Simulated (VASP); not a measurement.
Data:

```
CELL_PARAMETERS angstrom
      2.29400    -3.97333     0.00000
      2.29400     3.97333     0.00000
      0.00000     0.00000     7.50267
ATOMIC_POSITIONS crystal
  Ag 0.66667 0.33333 0.50008
  Ag 0.33333 0.66667 0.00008
  I  0.66667 0.33333 0.87492
  I  0.33333 0.66667 0.37492
```

Calculation: PBE GGA with D4 dispersion, VASP's PBE PAW potentials (set 64) (plane waves; VASP 6.6.1). Settings: 520 eV cut-off, Gaussian smearing of 0.050 eV, potentials Ag I.

Unless said otherwise, spin-orbit coupling is left out, though it shifts the bands of the heavy elements here.

Question: What does the run give for the band gap (along the path) with the smallest direct gap where there is one?

Answer: 
```json
{
  "band gap (along the path)": "1.37 eV",
  "smallest direct gap (along the path)": "1.37 eV"
}
```

The compound is AgI in the wurtzite structure. It was relaxed first.
